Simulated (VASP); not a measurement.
Computed with vdW-DF2, VASP's PBE PAW potentials (set 64) (plane waves; VASP).

A VASP calculation is set up with these files.

KPOINTS:
```
kpoints
0
gamma
  8 8 8
0 0 0
```

### INCAR
```
SYSTEM = BAs
PREC = Accurate
ENCUT = 520
EDIFF = 1E-6
NELM = 100
ALGO = Normal
LREAL = .FALSE.
LASPH = .TRUE.
ISMEAR = 0
SIGMA = 0.05
GGA = ML
ZAB_VDW = -1.8867
LUSE_VDW = .TRUE.
AGGAC = 0.0
LMAXMIX = 4
LWAVE = .FALSE.
LCHARG = .FALSE.
IBRION = 2
ISIF = 3
NSW = 60
EDIFFG = -0.01
```

### POSCAR
```
BAs
1
   -0.0000000000     2.4525218428     2.4525218428
    2.4525218428     0.0000000000     2.4525218428
    2.4525218428     2.4525218428    -0.0000000000
B As
1 1
Direct
  0.0000000000   0.0000000000   0.0000000000
  0.2500000000   0.2500000000   0.2500000000
```

POTCAR, in this order: B As (PBE.64 set). Program: vasp_std.

Question: What does the run give for the energy per atom (σ→0)?

Answer: 
- energy per atom (σ→0): -4.052 eV/atom

**OSZICAR**
```
...
DAV:   6    -0.817606952340E+01    0.59911E+00   -0.22909E+00   504   0.788E+00    0.212E+00
DAV:   7    -0.811377628946E+01    0.62293E-01   -0.18867E-01   656   0.323E+00    0.940E-01
DAV:   8    -0.810345891510E+01    0.10317E-01   -0.66882E-02   664   0.193E+00    0.143E-01
DAV:   9    -0.810377297822E+01   -0.31406E-03   -0.79871E-04   488   0.300E-01    0.924E-02
DAV:  10    -0.810395212402E+01   -0.17915E-03   -0.51557E-04   472   0.277E-01    0.230E-02
DAV:  11    -0.810395769178E+01   -0.55678E-05   -0.75856E-06   704   0.330E-02    0.174E-02
DAV:  12    -0.810395769630E+01   -0.45245E-08   -0.57910E-06   464   0.228E-02
   1 F= -.81039577E+01 E0= -.81039577E+01  d E =-.810396E+01
```

The compound is BAs in the zinc blende structure. It was relaxed first, which changed the volume by +8 %. The start is the result of an earlier pass.
